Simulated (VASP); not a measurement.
Consider the following.

```
CELL_PARAMETERS angstrom
      0.00000     3.24861     3.24861
      3.24861     0.00000     3.24861
      3.24861     3.24861     0.00000
ATOMIC_POSITIONS crystal
  Sr 0.00000 0.00000 0.00000
  Te 0.50000 0.50000 0.50000
```

All values below come from PBE GGA with D4 dispersion, VASP's PBE PAW potentials (set 64) (plane waves; VASP 6.6.1). Run with 520 eV cut-off, 7×7×7 Γ-centred mesh, Gaussian smearing of 0.050 eV, potentials Sr_sv Te.

Q: Give the stress tensor in GPa (positive for a compressed cell).

A: 
```
2.67  0.00  0.00
0.00  2.67  0.00
0.00  0.00  2.67
```
The pressure is its mean diagonal, 2.67 GPa.

The compound is SrTe in the rock salt structure. This cell is one point of a volume scan, at 0.94 of the reference volume.
